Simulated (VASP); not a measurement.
These are PBEsol GGA, VASP's PBE PAW potentials (set 64) (plane waves; VASP) values and carry that method's errors.

The input files of a VASP run:

**INCAR**
```
SYSTEM = Cs2AgBiBr6
PREC = Accurate
ENCUT = 400
EDIFF = 1E-7
NELM = 100
ALGO = Normal
LREAL = .FALSE.
LASPH = .TRUE.
ISMEAR = 0
SIGMA = 0.05
GGA = PS
LMAXMIX = 4
LWAVE = .FALSE.
LCHARG = .FALSE.
LORBIT = 11
ICHARG = 11
```

POSCAR:
```
Cs2AgBiBr6
1
    0.0000000000     5.5922951328     5.5922951328
    5.5922951328    -0.0000000000     5.5922951328
    5.5922951328     5.5922951328     0.0000000000
Cs Ag Bi Br
2 1 1 6
Direct
  0.7500000000   0.7500000000   0.7500000000
  0.2500000000   0.2500000000   0.2500000000
  0.5000000000   0.5000000000   0.5000000000
  0.0000000000   0.0000000000   1.0000000000
  0.7462342722   0.2537657278   0.2537657278
  0.2537657278   0.7462342722   0.7462342722
  0.2537657278   0.7462342722   0.2537657278
  0.7462342722   0.2537657278   0.7462342722
  0.2537657278   0.2537657278   0.7462342722
  0.7462342722   0.7462342722   0.2537657278
```

File KPOINTS:
```
k-points along high-symmetry lines
15
Line-mode
Reciprocal
  0.000000   0.000000   0.000000 ! GAMMA
  0.500000   0.000000   0.500000 ! X

  0.500000   0.000000   0.500000 ! X
  0.625000   0.250000   0.625000 ! U

  0.375000   0.375000   0.750000 ! K
  0.000000   0.000000   0.000000 ! GAMMA

  0.000000   0.000000   0.000000 ! GAMMA
  0.500000   0.500000   0.500000 ! L

  0.500000   0.500000   0.500000 ! L
  0.500000   0.250000   0.750000 ! W

  0.500000   0.250000   0.750000 ! W
  0.500000   0.000000   0.500000 ! X
```

POTCAR, in this order: Cs_sv Ag Bi_d Br (PBE.64 set). Program: vasp_std. Read from the step before: CHGCAR.

Problem. What will the output report for the number of irreducible k-points (NKPTS), number of bands (NBANDS), largest plane-wave count, number of space-group operations, FFT grid (NGX, NGY, NGZ)?

Solution. 
The number of irreducible k-points (NKPTS) is 90. The number of bands (NBANDS) is 51. The largest plane-wave count is 6389 and the number of space-group operations is 48. The FFT grid (NGX, NGY, NGZ) comes out as 54 × 54 × 54.

The structure comes from a computed database's Cs2AgBiBr6 entry (Fm-3m); how it stands against other phases isn't given here. It was relaxed first, which changed the volume by -8 %.
